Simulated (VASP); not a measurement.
SbH3, in a box:

```
Sb H
1.0
    11.00000    0.00000    0.00000
     0.00000   12.00000    0.00000
     0.00000    0.00000   11.00000
Sb H
1 3
Direct
  0.55154 0.46604 0.44015
  0.58677 0.49787 0.58728
  0.41559 0.40982 0.48319
  0.48633 0.59368 0.41890
```

Base run:

```yaml
Program: VASP 6.6.1
Functional: r2SCAN0
Potentials_or_basis: VASP PAW PBE potentials, release 64 (Sb, H)
Cutoff: 520 eV
k_mesh: 1 × 1 × 1
Occupations: gaussian, width 0.01 eV
Spin: no spin polarisation
```

Its results: gap between the frontier levels 7.48 eV; largest force 0.242 eV/Å.

Problem. The run is repeated on the same cell with these changes: functional from r2SCAN0 to PBE; further incar settings from ALGO = Normal; EDIFF = 1e-06; NBANDS = 12 to ALGO = Normal; EDIFF = 1e-06. What comes out?

Solution. Gap between the frontier levels 5.46 eV; largest force 0.670 eV/Å.

Caveats: spin-orbit coupling is left out, which moves the levels of the heavy elements; the PAW data sets were made with another functional, which shifts forces and pressure a little (some runs).

A k mesh can miss the band edges.

Not every run made on this cell is shown here.
